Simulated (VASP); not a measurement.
Data:

```
AlFe
1.0
    2.91000     0.00000     0.00000
    0.00000     2.91000     0.00000
    0.00000     0.00000     2.91000
Al Fe
1 1
Direct
  0.50000   0.50000   0.50000
  0.00000   0.00000   0.00000
```

All values below come from rev-vdW-DF2, VASP's PBE PAW potentials (set 64) (plane waves; VASP). Settings: 520 eV cut-off, 11×11×11 Γ-centred mesh, first-order Methfessel-Paxton smearing of 0.10 eV, potentials Al Fe.

Energy and stress use the plane-wave basis of the starting cell.

The ions, cell shape and volume are relaxed. Predict the relaxed structure.

```
AlFe
1.0
    2.85487     0.00000     0.00000
    0.00000     2.85487     0.00000
    0.00000     0.00000     2.85487
Al Fe
1 1
Direct
  0.50000   0.50000   0.50000
  0.00000   0.00000   0.00000
```
Space group Pm-3m (221), at a tolerance of 0.03 Å.

How do energy and volume change from the first to the last step?

The energy (σ→0) changes by -21.3 meV/atom and the volume by -5.6 %, in 3 ionic steps.

```csv
step,E(σ→0) (eV),max force (eV/Å),pressure (GPa),volume (Å³)
1,-9.4522,0.000,-9.33,24.64
2,-9.4624,0.000,9.99,22.17
3,-9.4949,0.000,-0.03,23.27
```

The compound is FeAl in the CsCl type structure. This run relaxes it. Symmetry was kept, so distortions that lower it aren't found. The run is not spin-polarised, so no magnetic state was tried. The electron count is odd and the run is not spin-polarised, which forces a metal.
